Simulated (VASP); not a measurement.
Runs of VASP 6.6.1 on HfGe. It takes space group P-6m2 (No. 187, hexagonal). Conventional cell: a = 3.934 Å, b = 3.934 Å, c = 3.510 Å, α = 90.00°, β = 90.00°, γ = 120.00°. Around Hf (site symmetry -6m2) lie 3 Ge at 2.27 Å. Around Ge (site symmetry -6m2) lie 3 Hf at 2.27 Å. The cell was built by a generator and needn't be a form met in nature.

```tsv
task	level	cell	k mesh	cutoff (eV)	smearing	grid for exact exchange (PRECFOCK)	mesh quality	gap on the mesh (eV)	pressure (GPa)	relaxed volume (Å³/atom)
single point	HSE03	as given	4 × 4 × 4	520	gaussian 0.05 eV	Fast	coarse	none	37.0	-
relaxation of cell and atoms	RPBE	relaxed	8 × 8 × 8	600	gaussian 0.05 eV	-	not flagged	0.08	0.0	28.18
single point	PBE	as given	8 × 8 × 8	520	fermi-dirac 0.05 eV	-	not flagged	none	37.0	-
relaxation of cell and atoms	PBE	relaxed	8 × 8 × 8	600	gaussian 0.05 eV	-	not flagged	none	0.0	(a)
```

Alike in all rows: potentials or basis VASP PAW PBE potentials, release 64 (Hf_pv, Ge_d); no spin polarisation.

Problem. Fill in the values left out.

Solution. (a) 27.30.

Caveats: some runs use coarse meshes; a pressure of tens of GPa on the cell as given is suspect, and the run, the potentials or the cell itself is likely at fault (some runs); the PAW data sets were made with another functional, which shifts forces and pressure a little (some runs); the volume moved by over 15 % at a fixed basis, so the end points are rough (some runs); spin-orbit coupling is left out, which moves the levels of the heavy elements (some runs).

A k mesh can miss the band edges, and the runs leave out spin-orbit coupling on Ge, Hf.

A gap of «none» marks a metal or a gap under the smearing width.
